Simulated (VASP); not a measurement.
# Al2O3 (Corundum): NMR shieldings, part 2 of 5

What are the shielding tensors of Al2O3 (Corundum)? The cell has space group R-3c. The start is a cell from a database of measured crystal structures.

VASP 6.6.1, plane waves and PAW; the level of theory is named at each step.

So far. Step 2 (Ground state): The cell has a gap of 6.21 eV on this mesh and a pressure of +7.2 GPa, which holds the misfit of the given cell and coordinates with this functional, and any error of cutoff, mesh and data sets.

### Step 3. Shielding tensors

This step: chemical shifts by linear response (GIPAW), PBE; plane waves and PAW (Al, O) (VASP 6.6.1).

LCHIMAG computes the induced currents by linear response. It needs tightly converged orbitals and a cutoff well above the default; LEFG adds the field gradients at no cost.

Contents of INCAR:

```
SYSTEM = Al2O3
PREC = Accurate
ENCUT = 560
EDIFF = 1E-09
NELM = 100
ISMEAR = 0
SIGMA = 0.01
LREAL = .FALSE.
ALGO = Normal
GGA = PE
NBANDS = 34
LWAVE = .FALSE.
LCHARG = .FALSE.
KPAR = 4
LCHIMAG = .TRUE.
LEFG = .TRUE.
DQ = 0.001
ICHIBARE = 1
LNMR_SYM_RED = .TRUE.
```

Contents of POSCAR:

```
Al2O3
1.0
    2.3802500000      1.3742379782      4.3318666667
   -2.3802500000      1.3742379782      4.3318666667
    0.0000000000     -2.7484759565      4.3318666667
Al O
4 6
Direct
    0.8521600000      0.8521600000      0.8521600000
    0.6478400000      0.6478400000      0.6478400000
    0.1478400000      0.1478400000      0.1478400000
    0.3521600000      0.3521600000      0.3521600000
    0.0566800000      0.7500000000      0.4433200000
    0.7500000000      0.4433200000      0.0566800000
    0.4433200000      0.0566800000      0.7500000000
    0.9433200000      0.2500000000      0.5566800000
    0.2500000000      0.5566800000      0.9433200000
    0.5566800000      0.9433200000      0.2500000000
```

Contents of KPOINTS:

```
Automatic mesh
0
Gamma
5 5 5
0 0 0
```

Potentials, in the order of the species: Al and O (PBE family, release 64).

Started as:

```console
mpirun -np 4 vasp_std
```

Log:

```text
[... set-up lines as in an earlier step ...]
 entering main loop
       N       E                     dE             d eps       ncg     rms          rms(c)
DAV:   1     0.245693352021E+03    0.24569E+03   -0.26627E+04  1292   0.143E+03
DAV:   2    -0.690782630526E+02   -0.31477E+03   -0.30364E+03  1656   0.304E+02
DAV:   3    -0.827071240342E+02   -0.13629E+02   -0.13581E+02  1668   0.645E+01
DAV:   4    -0.828156471032E+02   -0.10852E+00   -0.10847E+00  1584   0.664E+00
DAV:   5    -0.828169786657E+02   -0.13316E-02   -0.13313E-02  1646   0.731E-01    0.176E+01
DAV:   6    -0.746926563777E+02    0.81243E+01   -0.29675E+01  1566   0.293E+01    0.599E+00
DAV:   7    -0.747355835243E+02   -0.42927E-01   -0.89420E-01  1574   0.470E+00    0.329E+00
DAV:   8    -0.747544378618E+02   -0.18854E-01   -0.86547E-02  1556   0.229E+00    0.693E-01
DAV:   9    -0.747583214842E+02   -0.38836E-02   -0.22560E-02  1654   0.828E-01    0.315E-01
DAV:  10    -0.747589420319E+02   -0.62055E-03   -0.76043E-04  1446   0.169E-01    0.702E-02
DAV:  11    -0.747589055230E+02    0.36509E-04   -0.35554E-04  1630   0.108E-01    0.223E-02
DAV:  12    -0.747589080988E+02   -0.25757E-05   -0.19968E-05  1528   0.272E-02    0.548E-03
DAV:  13    -0.747589076409E+02    0.45786E-06   -0.31729E-06  1624   0.995E-03    0.116E-03
DAV:  14    -0.747589075387E+02    0.10219E-06   -0.16725E-07  1440   0.251E-03    0.573E-04
DAV:  15    -0.747589076074E+02   -0.68675E-07   -0.55185E-09  1670   0.501E-04    0.289E-04
DAV:  16    -0.747589076412E+02   -0.33762E-07   -0.34415E-10  1080   0.127E-04    0.983E-05
DAV:  17    -0.747589076419E+02   -0.74442E-09   -0.85634E-10   806   0.162E-04
ion   1
     0.0000000     0.0000000    -0.0000000    -0.3446435     0.0000000     0.0000000
     0.0000349     0.0000000    -0.0000000    -0.3446435     0.0000000     0.0000000
     0.0000480     0.0000000    -0.0000000    -0.3446435     0.0000000     0.0000000
     0.0000661     0.0000000    -0.0000000    -0.3446435     0.0000000     0.0000000
     0.0000910     0.0000000    -0.0000000    -0.3446435     0.0000000     0.0000000

     0.0000000     0.0000000    -0.0000000    -4.8961288     0.0000000     0.0000000
     0.0000349     0.0000000    -0.0000000    -4.8961222     0.0000000     0.0000000
     0.0000480     0.0000000    -0.0000000    -4.8961181     0.0000000     0.0000000
     0.0000661     0.0000000    -0.0000000    -4.8961113     0.0000000     0.0000000
     0.0000910     0.0000000    -0.0000000    -4.8961000     0.0000000     0.0000000

ion   2
     0.0000000    -0.0000000    -0.0000000    -0.3446435     0.0000000     0.0000000
     0.0000349    -0.0000000    -0.0000000    -0.3446435     0.0000000     0.0000000
     0.0000480    -0.0000000    -0.0000000    -0.3446435     0.0000000     0.0000000
     0.0000661    -0.0000000    -0.0000000    -0.3446435     0.0000000     0.0000000
     0.0000910    -0.0000000    -0.0000000    -0.3446435     0.0000000     0.0000000

     0.0000000    -0.0000000    -0.0000000    -4.8961288     0.0000000     0.0000000
     0.0000349    -0.0000000    -0.0000000    -4.8961222     0.0000000     0.0000000
     0.0000480    -0.0000000    -0.0000000    -4.8961181     0.0000000     0.0000000
     0.0000661    -0.0000000    -0.0000000    -4.8961113     0.0000000     0.0000000
     0.0000910    -0.0000000    -0.0000000    -4.8961000     0.0000000     0.0000000

ion   3
     0.0000000     0.0000000    -0.0000000    -0.3446435    -0.0000000     0.0000000
     0.0000349     0.0000000    -0.0000000    -0.3446435    -0.0000000     0.0000000
     0.0000480     0.0000000    -0.0000000    -0.3446435    -0.0000000     0.0000000
     0.0000661     0.0000000    -0.0000000    -0.3446435    -0.0000000     0.0000000
     0.0000910     0.0000000    -0.0000000    -0.3446435    -0.0000000     0.0000000

     0.0000000     0.0000000    -0.0000000    -4.8961288    -0.0000000     0.0000000
     0.0000349     0.0000000    -0.0000000    -4.8961222    -0.0000000     0.0000000
     0.0000480     0.0000000    -0.0000000    -4.8961181    -0.0000000     0.0000000
     0.0000661     0.0000000    -0.0000000    -4.8961113    -0.0000000     0.0000000
     0.0000910     0.0000000    -0.0000000    -4.8961000    -0.0000000     0.0000000

ion   4
     0.0000000    -0.0000000    -0.0000000    -0.3446435    -0.0000000     0.0000000
     0.0000349    -0.0000000    -0.0000000    -0.3446435    -0.0000000     0.0000000
     0.0000480    -0.0000000    -0.0000000    -0.3446435    -0.0000000     0.0000000
     0.0000661    -0.0000000    -0.0000000    -0.3446435    -0.0000000     0.0000000
     0.0000910    -0.0000000    -0.0000000    -0.3446435    -0.0000000     0.0000000

     0.0000000    -0.0000000    -0.0000000    -4.8961288    -0.0000000     0.0000000
     0.0000349    -0.0000000    -0.0000000    -4.8961222    -0.0000000     0.0000000
     0.0000480    -0.0000000    -0.0000000    -4.8961181    -0.0000000     0.0000000
     0.0000661    -0.0000000    -0.0000000    -4.8961113    -0.0000000     0.0000000
     0.0000910    -0.0000000    -0.0000000    -4.8961000    -0.0000000     0.0000000

ion   5
     0.0000000    -1.8692786    -4.0294104     0.6012472     6.9791436     1.0792285
     0.0000293    -1.8692786    -4.0294104     0.6012472     6.9791435     1.0792285
     0.0000403    -1.8692786    -4.0294104     0.6012472     6.9791435     1.0792285
     0.0000555    -1.8692785    -4.0294103     0.6012472     6.9791434     1.0792285
     0.0000765    -1.8692785    -4.0294102     0.6012472     6.9791432     1.0792284

     0.0000000    -5.9040849   -13.8123196     2.2691543    23.9236393     3.4087250
     0.0000293    -5.9040834   -13.8123159     2.2691536    23.9236328     3.4087241
     0.0000403    -5.9040823   -13.8123134     2.2691532    23.9236285     3.4087235
     0.0000555    -5.9040806   -13.8123091     2.2691525    23.9236212     3.4087225
     0.0000765    -5.9040777   -13.8123020     2.2691513    23.9236089     3.4087208

ion   6
     0.0000000     1.8692786    -4.0294104     0.6012472    -6.9791436     1.0792285
     0.0000293     1.8692786    -4.0294104     0.6012472    -6.9791435     1.0792285
     0.0000403     1.8692786    -4.0294104     0.6012472    -6.9791435     1.0792285
     0.0000555     1.8692785    -4.0294103     0.6012472    -6.9791434     1.0792285
     0.0000765     1.8692785    -4.0294102     0.6012472    -6.9791432     1.0792284

     0.0000000     5.9040849   -13.8123196     2.2691543   -23.9236393     3.4087250
     0.0000293     5.9040834   -13.8123159     2.2691536   -23.9236328     3.4087241
     0.0000403     5.9040823   -13.8123134     2.2691532   -23.9236285     3.4087235
     0.0000555     5.9040806   -13.8123091     2.2691525   -23.9236212     3.4087225
[...]
N       E                     dE             d eps       ncg     rms
RMM:   1    -0.159395966669E+03   -0.15940E+03   -0.22134E+02  4596   0.543E+01
RMM:   2    -0.162991101060E+03   -0.35951E+01   -0.66382E+00  5126   0.809E+00
RMM:   3    -0.163198150633E+03   -0.20705E+00   -0.17056E-01  5123   0.133E+00
RMM:   4    -0.163205564518E+03   -0.74139E-02   -0.14287E-02  5133   0.310E-01
RMM:   5    -0.163206241058E+03   -0.67654E-03   -0.84784E-04  5135   0.737E-02
RMM:   6    -0.163206284998E+03   -0.43941E-04   -0.89602E-05  5143   0.199E-02
RMM:   7    -0.163206289996E+03   -0.49975E-05   -0.63518E-06  5113   0.525E-03
RMM:   8    -0.163206290353E+03   -0.35760E-06   -0.73479E-07  4277   0.152E-03
RMM:   9    -0.163206290399E+03   -0.45905E-07   -0.59428E-08  3448   0.441E-04
RMM:  10    -0.163206290403E+03   -0.36635E-08   -0.84739E-09  3070   0.157E-04
RMM:  11    -0.163206290403E+03   -0.35803E-09   -0.46899E-10  2578   0.710E-05
BDIR= 3  IDIR= 1  IQ=  0
DAV:   1    -0.213437295691E+02   -0.21344E+02   -0.57587E-11  1584   0.444E-05
DAV:   2    -0.213437295691E+02    0.65263E-10   -0.92258E-12  1584   0.138E-05
       N       E                     dE             d eps       ncg     rms
RMM:   1    -0.159391285441E+03   -0.15939E+03   -0.22129E+02  4597   0.543E+01
RMM:   2    -0.162985038717E+03   -0.35938E+01   -0.66204E+00  5125   0.809E+00
RMM:   3    -0.163194375406E+03   -0.20934E+00   -0.17220E-01  5124   0.134E+00
RMM:   4    -0.163201881730E+03   -0.75063E-02   -0.14513E-02  5132   0.311E-01
RMM:   5    -0.163202574823E+03   -0.69309E-03   -0.86489E-04  5130   0.741E-02
RMM:   6    -0.163202620379E+03   -0.45556E-04   -0.95400E-05  5132   0.201E-02
RMM:   7    -0.163202625404E+03   -0.50251E-05   -0.62901E-06  5098   0.524E-03
RMM:   8    -0.163202625761E+03   -0.35705E-06   -0.73435E-07  4261   0.152E-03
RMM:   9    -0.163202625807E+03   -0.45907E-07   -0.59822E-08  3436   0.440E-04
RMM:  10    -0.163202625810E+03   -0.36192E-08   -0.83035E-09  3045   0.156E-04
RMM:  11    -0.163202625811E+03   -0.35968E-09   -0.46789E-10  2565   0.712E-05
BDIR= 3  IDIR= 1  IQ=  1
DAV:   1    -0.213430012203E+02   -0.21343E+02   -0.40397E-02  2910   0.100E+00
DAV:   2    -0.213431958492E+02   -0.19463E-03   -0.19463E-03  3360   0.232E-01
DAV:   3    -0.213431968358E+02   -0.98662E-06   -0.98662E-06  3190   0.177E-02
DAV:   4    -0.213431968518E+02   -0.16060E-07   -0.16061E-07  3336   0.244E-03
DAV:   5    -0.213431968523E+02   -0.46336E-09   -0.38084E-09  2982   0.374E-04
       N       E                     dE             d eps       ncg     rms
RMM:   1    -0.159385622433E+03   -0.15939E+03   -0.22124E+02  4596   0.543E+01
RMM:   2    -0.162980160504E+03   -0.35945E+01   -0.66242E+00  5125   0.809E+00
RMM:   3    -0.163189695751E+03   -0.20954E+00   -0.17229E-01  5124   0.134E+00
RMM:   4    -0.163197204294E+03   -0.75085E-02   -0.14517E-02  5133   0.311E-01
RMM:   5    -0.163197898211E+03   -0.69392E-03   -0.86554E-04  5135   0.741E-02
RMM:   6    -0.163197943785E+03   -0.45574E-04   -0.95455E-05  5144   0.201E-02
RMM:   7    -0.163197948816E+03   -0.50301E-05   -0.62924E-06  5112   0.524E-03
RMM:   8    -0.163197949173E+03   -0.35706E-06   -0.73453E-07  4275   0.152E-03
RMM:   9    -0.163197949219E+03   -0.45920E-07   -0.59878E-08  3446   0.441E-04
RMM:  10    -0.163197949222E+03   -0.36168E-08   -0.82995E-09  3068   0.156E-04
RMM:  11    -0.163197949222E+03   -0.35845E-09   -0.46577E-10  2571   0.711E-05
BDIR= 3  IDIR= 2  IQ= -1
DAV:   1    -0.213432874975E+02   -0.21343E+02   -0.40409E-02  2936   0.100E+00
DAV:   2    -0.213434821570E+02   -0.19466E-03   -0.19466E-03  3344   0.231E-01
DAV:   3    -0.213434831524E+02   -0.99539E-06   -0.99540E-06  3206   0.177E-02
DAV:   4    -0.213434831688E+02   -0.16398E-07   -0.16324E-07  3320   0.245E-03
DAV:   5    -0.213434831692E+02   -0.38548E-09   -0.39148E-09  2972   0.375E-04
       N       E                     dE             d eps       ncg     rms
RMM:   1    -0.159383998392E+03   -0.15938E+03   -0.22130E+02  4584   0.543E+01
RMM:   2    -0.162971922031E+03   -0.35879E+01   -0.66485E+00  5095   0.808E+00
RMM:   3    -0.163177952625E+03   -0.20603E+00   -0.17085E-01  5109   0.133E+00
RMM:   4    -0.163185343566E+03   -0.73909E-02   -0.13959E-02  5114   0.309E-01
RMM:   5    -0.163186035821E+03   -0.69226E-03   -0.87137E-04  5126   0.740E-02
RMM:   6    -0.163186081784E+03   -0.45963E-04   -0.95947E-05  5131   0.201E-02
RMM:   7    -0.163186086834E+03   -0.50497E-05   -0.64518E-06  5113   0.522E-03
RMM:   8    -0.163186087203E+03   -0.36928E-06   -0.75370E-07  4257   0.151E-03
RMM:   9    -0.163186087250E+03   -0.47171E-07   -0.62228E-08  3434   0.439E-04
RMM:  10    -0.163186087254E+03   -0.38642E-08   -0.87808E-09  3041   0.156E-04
RMM:  11    -0.163186087254E+03   -0.38770E-09   -0.50834E-10  2565   0.714E-05
BDIR= 3  IDIR= 2  IQ=  0
DAV:   1    -0.213437295692E+02   -0.21344E+02   -0.57645E-11  1584   0.444E-05
DAV:   2    -0.213437295691E+02    0.86462E-10   -0.78241E-12  1584   0.138E-05
       N       E                     dE             d eps       ncg     rms
RMM:   1    -0.159400464337E+03   -0.15940E+03   -0.22138E+02  4587   0.543E+01
RMM:   2    -0.162988861122E+03   -0.35884E+01   -0.66451E+00  5095   0.808E+00
RMM:   3    -0.163194521607E+03   -0.20566E+00   -0.17045E-01  5109   0.133E+00
RMM:   4    -0.163201886352E+03   -0.73647E-02   -0.13909E-02  5113   0.309E-01
RMM:   5    -0.163202574765E+03   -0.68841E-03   -0.86620E-04  5121   0.739E-02
RMM:   6    -0.163202620393E+03   -0.45629E-04   -0.95201E-05  5121   0.200E-02
RMM:   7    -0.163202625399E+03   -0.50057E-05   -0.63938E-06  5101   0.521E-03
RMM:   8    -0.163202625764E+03   -0.36536E-06   -0.74558E-07  4242   0.151E-03
RMM:   9    -0.163202625811E+03   -0.46595E-07   -0.61404E-08  3423   0.437E-04
RMM:  10    -0.163202625815E+03   -0.37764E-08   -0.83560E-09  3019   0.156E-04
RMM:  11    -0.163202625815E+03   -0.40816E-09   -0.52642E-10  2550   0.719E-05
BDIR= 3  IDIR= 2  IQ=  1
DAV:   1    -0.213437808323E+02   -0.21344E+02   -0.40405E-02  2944   0.100E+00
DAV:   2    -0.213439754380E+02   -0.19461E-03   -0.19461E-03  3344   0.231E-01
DAV:   3    -0.213439764327E+02   -0.99468E-06   -0.99474E-06  3208   0.177E-02
DAV:   4    -0.213439764490E+02   -0.16333E-07   -0.16310E-07  3312   0.245E-03
DAV:   5    -0.213439764494E+02   -0.40778E-09   -0.38979E-09  2932   0.375E-04
       N       E                     dE             d eps       ncg     rms
RMM:   1    -0.159415828264E+03   -0.15942E+03   -0.22147E+02  4585   0.543E+01
RMM:   2    -0.163004792481E+03   -0.35890E+01   -0.66410E+00  5094   0.808E+00
RMM:   3    -0.163209989651E+03   -0.20520E+00   -0.16915E-01  5107   0.133E+00
RMM:   4    -0.163217419245E+03   -0.74296E-02   -0.14166E-02  5115   0.309E-01
RMM:   5    -0.163218107562E+03   -0.68832E-03   -0.85945E-04  5124   0.738E-02
RMM:   6    -0.163218152897E+03   -0.45336E-04   -0.94608E-05  5133   0.200E-02
RMM:   7    -0.163218157864E+03   -0.49667E-05   -0.63414E-06  5112   0.519E-03
RMM:   8    -0.163218158226E+03   -0.36195E-06   -0.73853E-07  4258   0.150E-03
RMM:   9    -0.163218158272E+03   -0.46098E-07   -0.60687E-08  3434   0.435E-04
RMM:  10    -0.163218158276E+03   -0.37260E-08   -0.82492E-09  3040   0.155E-04
RMM:  11    -0.163218158276E+03   -0.40140E-09   -0.51662E-10  2563   0.718E-05
       N       E                     dE             d eps       ncg     rms
RLQ:   1    -0.206377529852E+01   -0.20638E+01   -0.32067E+00  3912   0.612E+00
RLQ:   2    -0.212873064807E+01   -0.64955E-01   -0.10159E-01  4987   0.103E+00
RLQ:   3    -0.213120284856E+01   -0.24722E-02   -0.28505E-03  5016   0.153E-01
RLQ:   4    -0.213129031573E+01   -0.87467E-04   -0.14781E-04  5097   0.311E-02
RLQ:   5    -0.213129647447E+01   -0.61587E-05   -0.93658E-06  4690   0.701E-03
RLQ:   6    -0.213129686167E+01   -0.38721E-06   -0.83657E-07  4341   0.176E-03
RLQ:   7    -0.213129689753E+01   -0.35858E-07   -0.51834E-08  3673   0.451E-04
RLQ:   8    -0.213129689985E+01   -0.23178E-08   -0.49390E-09  3076   0.142E-04
RLQ:   9    -0.213129690011E+01   -0.26385E-09   -0.36148E-10  2539   0.667E-05
```

It took 22 min on 4 MPI ranks of AMD EPYC 7R43, shared host; peak memory 2.5 GiB.

(Continued in part 3 of 5.)

[Lines on the potential files, build, host, timing and source positions are cut from VASP's logs without a mark.]

[Logs are printed without paths, hosts, clocks, repeated set-up lines and the standing remarks that a program may print on its own settings, such as how far it seeks lower states.]

[Hosts, paths, dates, database ids (printed as entryN), source tags and the programs' standing remarks are cut or masked in the printed files.]
